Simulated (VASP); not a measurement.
Runs of VASP 6.6.1 on Ag3F. Symmetry: Fm-3m, No. 225, cubic system. Conventional cell: a = 6.432 Å, b = 6.432 Å, c = 6.432 Å, α = 90.00°, β = 90.00°, γ = 90.00°. Ag (site symmetry -43m) has 4 Ag at 2.79 Å and 4 F at 2.79 Å as nearest neighbours. Ag (site symmetry m-3m) has 8 Ag at 2.79 Å as nearest neighbours. F (site symmetry m-3m) has 8 Ag at 2.79 Å as nearest neighbours. The cell was built by a generator and needn't be a form met in nature.

| level | gap on the mesh (eV) | pressure (GPa) | relaxed volume (Å³/atom) |
| --- | --- | --- | --- |
| BLYP+D4 | none | 0.0 | 16.23 |
| BLYP | none | 0.0 | (a) |
| BLYP+D3 | none | -0.1 | 16.47 |
| BLYP+D3(BJ) | none | 0.0 | 15.90 |

Alike in all rows: task relaxation of cell and atoms; potentials or basis VASP PAW PBE potentials, release 64 (Ag, F); no spin polarisation; cell relaxed; k mesh 5 × 5 × 5; cutoff (eV) 600; smearing fermi-dirac 0.05 eV.

Question: Fill in the values left out.

Answer: (a) 17.79.

Caveats: the PAW data sets were made with another functional, which shifts forces and pressure a little; pairwise dispersion overbinds metals, which lowers pressure and volume (some runs).

A k mesh can miss the band edges, and the runs leave out spin-orbit coupling on Ag.

A gap of «none» marks a metal or a gap under the smearing width.

Runs at the PBE level aren't shown here.
